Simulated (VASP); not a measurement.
# CsCaH3 (P4/mmm) in VASP: further runs

The runs below take CsCaH3 through single point, with LDA.

Program: VASP 6.6.1. These are calculated values, not measurements. Logs are shortened: lines on timing, memory, paths and dates and some standing lists are left out, and cuts for length are marked.

**1. The cell of the first run**

Symmetry: P4/mmm, No. 123, tetragonal system. Conventional cell: a = 4.621 Å, b = 4.621 Å, c = 4.898 Å, α = 90.00°, β = 90.00°, γ = 90.00°. Cs (site symmetry 4/mmm) has 12 H at 3.27 to 3.37 Å as nearest neighbours. Ca (site symmetry 4/mmm) has 6 H at 2.31 to 2.45 Å as nearest neighbours. Around H (site symmetry mmm) lie 2 Ca at 2.31 Å. H (site symmetry 4/mmm) is surrounded by 2 Ca at 2.45 Å.

The cell comes from a database or a generator and needn't be the stable form of this composition.

**2. Single point, LDA (strain +0.0600 x Voigt [1, 0, 0, 0, 0, 0], atoms carried along)**

INCAR reads:

```
SYSTEM = CsCaH3
  ALGO = Fast
  EDIFF = 1E-6
  ENCUT = 520
  ISIF = 2
  ISMEAR = 0
  LASPH = .True.
  LCHARG = .False.
  LREAL = .False.
  LWAVE = .False.
  NBANDS = 19
  NELM = 80
  PREC = Accurate
  SIGMA = 0.05
```

KPOINTS reads:

```
k-points
0
Gamma
  6 6 6
  0 0 0
```

POSCAR reads:

```
CsCaH3
1.0
    4.8984571600      0.0000000000      0.0000000000
    0.0000000000      4.6211860000      0.0000000000
    0.0000000000      0.0000000000      4.6211860000
Cs Ca H
1 1 3
Direct
    0.0000000000      0.0000000000      0.0000000000
    0.5000000000      0.5000000000      0.5000000000
    0.5000000000      0.0000000000      0.5000000000
    0.0000000000      0.5000000000      0.5000000000
    0.5000000000      0.5000000000      0.0000000000
```

Potentials or basis: VASP PAW LDA potentials, release 64 (Cs_sv, Ca_sv, H).

Started as:

```console
> cat potpaw_LDA.64/Cs_sv/POTCAR potpaw_LDA.64/Ca_sv/POTCAR potpaw_LDA.64/H/POTCAR > POTCAR
> mpirun -np 1 vasp_std > vasp.out
```

OUTCAR:

```text
SYSTEM = CsCaH3
   EDIFF = 1E-6
   ENCUT = 520
   ISIF = 2
   ISMEAR = 0
   LASPH = .True.
   LREAL = .False.
   NELM = 80
   PREC = Accurate

 ion  position               nearest neighbor table
   1  0.000  0.000  0.000-
   2  0.500  0.500  0.500-
   3  0.500  0.000  0.500-
   4  0.000  0.500  0.500-
   5  0.500  0.500  0.000-

  LATTYP: Found a simple tetragonal cell.
 ALAT       =     4.6211860000
 C/A-ratio  =     1.0600000000

  Lattice vectors:

 A1 = (   0.0000000000,   4.6211860000,   0.0000000000)
 A2 = (   0.0000000000,   0.0000000000,   4.6211860000)
 A3 = (   4.8984571600,   0.0000000000,   0.0000000000)

Analysis of symmetry for initial positions (statically):
=====================================================================
 Subroutine PRICEL returns:
 Original cell was already a primitive cell.

 Routine SETGRP: Setting up the symmetry group for a
 simple tetragonal supercell.

 Subroutine GETGRP returns: Found 16 space group operations
 (whereof 16 operations were pure point group operations)
 out of a pool of 16 trial point group operations.

The static configuration has the point symmetry D_4h.

Analysis of symmetry for dynamics (positions and initial velocities):
=====================================================================
 Subroutine PRICEL returns:
 Original cell was already a primitive cell.

 Routine SETGRP: Setting up the symmetry group for a
 simple tetragonal supercell.

 Subroutine GETGRP returns: Found 16 space group operations
 (whereof 16 operations were pure point group operations)
 out of a pool of 16 trial point group operations.

The dynamic configuration has the point symmetry D_4h.

 Subroutine INISYM returns: Found 16 space group operations
 (whereof 16 operations are pure point group operations),
 and found     1 'primitive' translations

----------------------------------------------------------------------------------------

                                     Primitive cell

  volume of cell :     104.6083

  direct lattice vectors                    reciprocal lattice vectors
     4.898457160  0.000000000  0.000000000     0.204145911  0.000000000  0.000000000
     0.000000000  4.621186000  0.000000000     0.000000000  0.216394666  0.000000000
     0.000000000  0.000000000  4.621186000     0.000000000  0.000000000  0.216394666

  length of vectors
     4.898457160  4.621186000  4.621186000     0.204145911  0.216394666  0.216394666

  position of ions in fractional coordinates (direct lattice)
     0.000000000  0.000000000  0.000000000
     0.500000000  0.500000000  0.500000000
     0.500000000  0.000000000  0.500000000
     0.000000000  0.500000000  0.500000000
     0.500000000  0.500000000  0.000000000

  ion indices of the primitive-cell ions
   primitive index   ion index
                 1           1
                 2           2
                 3           3
                 4           4
                 5           5

----------------------------------------------------------------------------------------

 KPOINTS: k-points

Automatic generation of k-mesh.
 Grid dimensions read from file:
 generate k-points for:    6    6    6

 Generating k-lattice:

  Cartesian coordinates                     Fractional coordinates (reciprocal lattice)
     0.034024319  0.000000000  0.000000000     0.166666667  0.000000000  0.000000000
     0.000000000  0.036065778  0.000000000     0.000000000  0.166666667  0.000000000
     0.000000000  0.000000000  0.036065778     0.000000000  0.000000000  0.166666667

  Length of vectors
     0.034024319  0.036065778  0.036065778

  Shift w.r.t. Gamma in fractional coordinates (k-lattice)
     0.000000000  0.000000000  0.000000000

 Subroutine IBZKPT returns following result:
 ===========================================

 Found     40 irreducible k-points:

 Following reciprocal coordinates:
            Coordinates               Weight
  0.000000  0.000000  0.000000      1.000000
  0.166667  0.000000  0.000000      2.000000
  0.333333  0.000000  0.000000      2.000000
  0.500000  0.000000  0.000000      1.000000
  0.000000  0.166667  0.000000      4.000000
  0.166667  0.166667  0.000000      8.000000
[... 16 lines left out ...]
  0.333333  0.333333  0.166667     16.000000
  0.500000  0.333333  0.166667      8.000000
 [... further k-points ...]
   k-points           NKPTS =     40   k-points in BZ     NKDIM =     40   number of bands    NBANDS=     19
   number of dos      NEDOS =    301   number of ions     NIONS =      5
   total plane-waves  NPLWV =  46656
   dimension x,y,z NGX =    36 NGY =   36 NGZ =   36
   dimension x,y,z NGXF=    72 NGYF=   72 NGZF=   72
   ions per type =               1   1   3
   NGX,Y,Z   is equivalent  to a cutoff of  12.22, 12.95, 12.95 a.u.
   NGXF,Y,Z  is equivalent  to a cutoff of  24.44, 25.90, 25.90 a.u.
 SYSTEM =  CsCaH3
   PREC   = accura    normal or accurate (medium, high low for compatibility)
   ISTART =      0    job   : 0-new  1-cont  2-samecut
   ICHARG =      2    charge: 1-file 2-atom 10-const
   ISPIN  =      1    spin polarized calculation?
   LNONCOLLINEAR =      F non collinear calculations
   LSORBIT =      F    spin-orbit coupling
   LASPH  =      T    aspherical Exc in radial PAW
   ENCUT  =  520.0 eV  38.22 Ry    6.18 a.u.   9.11  8.59  8.59*2*pi/ulx,y,z
   NELM   =     80;   NELMIN=  2; NELMDL= -5     # of ELM steps
   EDIFF  = 0.1E-05   stopping-criterion for ELM
   LREAL  =      F    real-space projection
   EDIFFG = 0.1E-04   stopping-criterion for IOM
   NSW    =      0    number of steps for IOM
   IBRION =     -1    ionic relax: 0-MD 1-quasi-New 2-CG
   NFREE  =      0    steps in history (QN), initial steepest desc. (CG)
   ISIF   =      2    stress and relaxation
   ISYM   =      2    0-nonsym 1-usesym 2-fastsym
   POTIM  = 0.5000    time-step for ionic-motion
   TEBEG  =    0.0;   TEEND  =   0.0 temperature during run
   PSTRESS=    0.0 pullay stress
   NELECT =      22.0000    total number of electrons
   NUPDOWN=      -1.0000    fix difference up-down
   EMIN   =  10.00;   EMAX   =-10.00  energy-range for DOS
   EFERMI =   0.00;   METHOD = LEGACY
   ISMEAR =     0;   SIGMA  =   0.05  broadening in eV -4-tet -1-fermi 0-gaus
   EFERMI_NEDOS =   21; number of points for ismear=-14 and -15
   IALGO  =     68    algorithm
   IMIX   =      4    mixing-type and parameters
     AMIX     =   0.40;   BMIX     =  1.00
     AMIX_MAG =   1.60;   BMIX_MAG =  1.00
  volume/ion in A,a.u.               =      20.92       141.19
  Fermi-wavevector in a.u.,A,eV,Ry     =   0.973555  1.839751 12.895719  0.947809
  Thomas-Fermi vector in A             =   2.103943
   LORBIT       =      0    0 simple, 1 ext, 2 COOP (PROOUT), +10 PAW based schemes
   GGA     = CA    functional components
   LHFCALC =     F    Hartree Fock is set to
   AEXX    =    0.0000 exact exchange contribution
   IVDW    =     0    specifies the selected vdW correction
   LEPSILON=     F    determine dielectric tensor
   LRPA    =     F    only Hartree local field effects (RPA)
 non-spin polarized calculation
 RMM-DIIS sequential band-by-band and
 Gauss-broadening in eV      SIGMA  =   0.05
  energy-cutoff  :      520.00
  volume of cell :      104.61
 maximum number of plane-waves:      2834
   NGX = 19   NGY = 17   NGZ = 17

 number of electron      22.0000005 magnetization

 Free energy of the ion-electron system (eV)
  ---------------------------------------------------
  ext. energy  EPLUGINS =         0.00000000
  ---------------------------------------------------
  free energy    TOTEN  =       -15.76387331 eV

  energy without entropy =      -15.76387331  energy(sigma->0) =      -15.76387331

 E-fermi :  -0.4123     XC(G=0):  -8.1751

 val. band max:       -0.7276740368   @ k =   0.5000   0.5000   0.0000
 cond. band min:       2.0288408588   @ k =   0.0000   0.5000   0.5000
 fundamental gap:      2.7565148956
 Fermi energy:        -0.4123376591

 k-point     1 :       0.0000    0.0000    0.0000
  band No.  band energies     occupation
      1     -39.4826      2.00000
      2     -20.9524      2.00000
      3     -20.8005      2.00000
      4     -20.7673      2.00000
      5     -20.7673      2.00000
      6      -7.7382      2.00000
[... 11 lines left out ...]
     18       6.3471      0.00000
     19       6.3473      0.00000

 k-point     2 :       0.1667    0.0000    0.0000
  band No.  band energies     occupation
      1     -39.4825      2.00000
      2     -20.9587      2.00000
      3     -20.7941      2.00000
      4     -20.7671      2.00000
      5     -20.7671      2.00000
      6      -7.8383      2.00000
[... 11 lines left out ...]
     18       5.7831      0.00000
     19       6.0823      0.00000

 k-point     3 :       0.3333    0.0000    0.0000
  band No.  band energies     occupation
      1     -39.4824      2.00000
      2     -20.9703      2.00000
      3     -20.7823      2.00000
      4     -20.7668      2.00000
      5     -20.7668      2.00000
      6      -8.0211      2.00000
[... 11 lines left out ...]
     18       5.0696      0.00000
     19       6.2395      0.00000

 k-point     4 :       0.5000    0.0000    0.0000
  band No.  band energies     occupation
      1     -39.4823      2.00000
      2     -20.9758      2.00000
      3     -20.7768      2.00000
      4     -20.7666      2.00000
      5     -20.7666      2.00000
      6      -8.1053      2.00000
[... 407 lines left out ...]
     18       5.6084      0.00000
     19       6.5805      0.00000

 k-point    23 :       0.3333    0.3333    0.1667
  band No.  band energies     occupation
      1     -39.4816      2.00000
      2     -20.9348      2.00000
      3     -20.8034      2.00000
      4     -20.7793      2.00000
      5     -20.7711      2.00000
      6      -7.9696      2.00000
[... 11 lines left out ...]
     18       6.0231      0.00000
     19       6.9432      0.00000

 k-point    24 :       0.5000    0.3333    0.1667
  band No.  band energies     occupation
      1     -39.4816      2.00000
      2     -20.9296      2.00000
      3     -20.8022      2.00000
      4     -20.7851      2.00000
      5     -20.7720      2.00000
      6      -7.9787      2.00000
[... 11 lines left out ...]
     18       6.3083      0.00000
     19       7.0325      0.00000

 [... further k-points ...]

------------------------ aborting loop because EDIFF is reached ----------------------------------------

  FORCE on cell =-STRESS in cart. coord.  units (eV):
  Direction    XX          YY          ZZ          XY          YZ          ZX
  --------------------------------------------------------------------------------------
  -------------------------------------------------------------------------------------
  Total       -2.8307262     -1.7477184     -1.7477184      0.0000000      0.0000000     -0.0000000
  in kB      -43.3553043    -26.7679943    -26.7679943      0.0000000      0.0000000     -0.0000000
  external PRESSURE =     -32.2970976 kB  Pullay stress =       0.0000000 kB

 VOLUME and BASIS-vectors are now :
 -----------------------------------------------------------------------------
  energy-cutoff  :      520.00
  volume of cell :      104.61
      direct lattice vectors                 reciprocal lattice vectors
     4.898457160  0.000000000  0.000000000     0.204145911  0.000000000  0.000000000
     0.000000000  4.621186000  0.000000000     0.000000000  0.216394666  0.000000000
     0.000000000  0.000000000  4.621186000     0.000000000  0.000000000  0.216394666

 POSITION                                       TOTAL-FORCE (eV/Angst)
 -----------------------------------------------------------------------------------
      0.00000      0.00000      0.00000         0.000000      0.000000      0.000000
      2.44923      2.31059      2.31059         0.000000      0.000000      0.000000
      2.44923      0.00000      2.31059         0.000000      0.000000      0.000000
      0.00000      2.31059      2.31059         0.000000      0.000000      0.000000
      2.44923      2.31059      0.00000         0.000000      0.000000      0.000000
 -----------------------------------------------------------------------------------
    total drift:                                0.000000      0.000000      0.000000

  FREE ENERGIE OF THE ION-ELECTRON SYSTEM (eV)
  ---------------------------------------------------
  free  energy   TOTEN  =       -15.7638733071 eV

  energy  without entropy=      -15.7638733071  energy(sigma->0) =      -15.76387331
```

Run time: 74 s. Hardware: 1 thread of Intel Xeon Platinum 8488C (Sapphire Rapids), shared host; peak memory 0.23 GiB.

Results:

```yaml
Free_energy: -15.7639 eV
Pressure: -3.2 GPa
Band_gap_on_the_k_mesh: 2.76 eV, indirect (least direct gap 2.79 eV)
```

Stress tensor (GPa, compression positive):
```
-4.34  0.00  0.00
 0.00 -2.68  0.00
 0.00  0.00 -2.68
```

Caveat: spin-orbit coupling is left out, which moves the levels of the heavy elements. A k mesh can miss the band edges.

**3. Single point, LDA (strain +0.0525 x Voigt [1, 0, 0, 0, 0, 0], atoms carried along)**

INCAR reads:

```
  PREC = Accurate
  ENCUT = 520
  EDIFF = 1E-7
  ISMEAR = 0
  SIGMA = 0.05
  LREAL = F
  LASPH = T
  NELM = 100
  ALGO = Normal
  ISIF = 2
  LWAVE = F
  LCHARG = T
  LELF = T
  LVHAR = T
  NBANDS = 19
```

KPOINTS reads:

```
Automatic mesh
0
Gamma
  6 6 6
```

POSCAR: that of step 2 with these lines changed.

```diff
@@ -2,3 +2,3 @@
 1.0
-    4.8984571600      0.0000000000      0.0000000000
+    4.8637982650      0.0000000000      0.0000000000
     0.0000000000      4.6211860000      0.0000000000
```

Potentials or basis: VASP PAW LDA potentials, release 64 (Cs_sv, Ca_sv, H).

Started as:

```console
> cat potpaw_LDA.64/Cs_sv/POTCAR potpaw_LDA.64/Ca_sv/POTCAR potpaw_LDA.64/H/POTCAR > POTCAR
> mpirun -np 1 vasp_std > vasp.out
```

It took 61 s on 1 thread of Intel Xeon Platinum 8488C (Sapphire Rapids), shared host; peak memory 0.22 GiB.

It converged, with:

```yaml
Free_energy: -15.7832 eV
Pressure: -3.1 GPa
Band_gap_on_the_k_mesh: 2.76 eV, indirect (least direct gap 2.80 eV)
```

Stress tensor (GPa, compression positive):
```
-4.14  0.00  0.00
 0.00 -2.64  0.00
 0.00  0.00 -2.64
```

Levels at points of the mesh, in eV from the valence-band top:
```tsv
k point	band 9	band 10	band 11	band 12	band 13	band 14
(0.00, 0.00, 0.00)	-2.75	-0.63	-0.62	5.18	5.18	5.38
(0.50, 0.00, 0.00)	-1.42	-0.91	-0.41	4.65	5.12	5.12
(0.00, 0.50, 0.00)	-1.24	-0.86	-0.31	4.68	4.92	4.97
(0.50, 0.50, 0.00)	-1.48	-0.11	0.00	2.80	4.28	4.28
(0.00, 0.50, 0.50)	-1.33	-0.08	-0.08	2.76	4.00	4.00
(0.50, 0.50, 0.50)	-0.62	-0.57	-0.57	4.20	4.38	4.38
```

Caveat: spin-orbit coupling is left out, which moves the levels of the heavy elements. A k mesh can miss the band edges.

**4. Single point, LDA (strain -0.0150 x Voigt [1, 0, 0, 0, 0, 0], atoms carried along)**

INCAR reads:

```
ALGO = Normal ; EDIFF = 1E-7
ENCUT = 520 ; ISIF = 2
ISMEAR = 0 ; LASPH = T
LCHARG = F ; LREAL = F
LWAVE = F ; NBANDS = 19
NELM = 60 ; PREC = Accurate
SIGMA = 0.05
```

KPOINTS reads:

```
k-points
0
Gamma
  6 6 6
```

POSCAR: that of step 3 with these lines changed.

```diff
@@ -2,3 +2,3 @@
 1.0
-    4.8637982650      0.0000000000      0.0000000000
+    4.5518682100      0.0000000000      0.0000000000
     0.0000000000      4.6211860000      0.0000000000
```

Started as:

```console
> cat potpaw_LDA.64/Cs_sv/POTCAR potpaw_LDA.64/Ca_sv/POTCAR potpaw_LDA.64/H/POTCAR > POTCAR
> mpirun -np 1 vasp_std > vasp.out
```

It took 56 s on 1 thread of Intel Xeon Platinum 8488C (Sapphire Rapids), shared host; peak memory 0.22 GiB.

The run converged. Its results:

| Item | Value |
| --- | --- |
| Free energy | -15.9055 eV |
| Pressure | -2.0 GPa |
| Band gap on the k mesh | 2.76 eV, direct |

Stress tensor (GPa, compression positive):
```
-1.62  0.00  0.00
 0.00 -2.21  0.00
 0.00  0.00 -2.21
```

Levels at points of the mesh, in eV from the valence-band top:
| k point | band 8 | band 9 | band 10 | band 11 | band 12 | band 13 | band 14 | band 15 |
| --- | --- | --- | --- | --- | --- | --- | --- | --- |
| (0.00, 0.00, 0.00) | -6.86 | -2.87 | -0.74 | -0.74 | 5.31 | 5.38 | 5.38 | 6.21 |
| (0.50, 0.00, 0.00) | -6.85 | -1.22 | -0.91 | -0.43 | 4.65 | 5.12 | 5.12 | 5.31 |
| (0.00, 0.50, 0.00) | -6.83 | -1.28 | -0.93 | -0.45 | 4.64 | 5.15 | 5.19 | 5.32 |
| (0.50, 0.50, 0.00) | -6.80 | -1.55 | -0.03 | 0.00 | 2.76 | 4.16 | 4.16 | 5.07 |
| (0.00, 0.50, 0.50) | -6.78 | -1.59 | -0.01 | -0.01 | 2.77 | 4.25 | 4.25 | 4.96 |
| (0.50, 0.50, 0.50) | -7.19 | -0.66 | -0.66 | -0.64 | 4.44 | 4.44 | 4.50 | 4.85 |

Caveat: spin-orbit coupling is left out, which moves the levels of the heavy elements.

**5. Overview**

| cell | gap on the mesh (eV) | pressure (GPa) |
| --- | --- | --- |
| strain +0.0600 x Voigt [1, 0, 0, 0, 0, 0], atoms carried along | 2.76 | -3.2 |
| strain +0.0525 x Voigt [1, 0, 0, 0, 0, 0], atoms carried along | 2.76 | -3.1 |
| strain -0.0150 x Voigt [1, 0, 0, 0, 0, 0], atoms carried along | 2.76 | -2.0 |

Alike in all rows: task single point; level LDA; potentials or basis VASP PAW LDA potentials, release 64 (Cs_sv, Ca_sv, H); no spin polarisation; k mesh 6 × 6 × 6; cutoff (eV) 520; smearing gaussian 0.05 eV.

Caveats: spin-orbit coupling is left out, which moves the levels of the heavy elements.

Absolute energies hang on the potentials; compare differences alone.
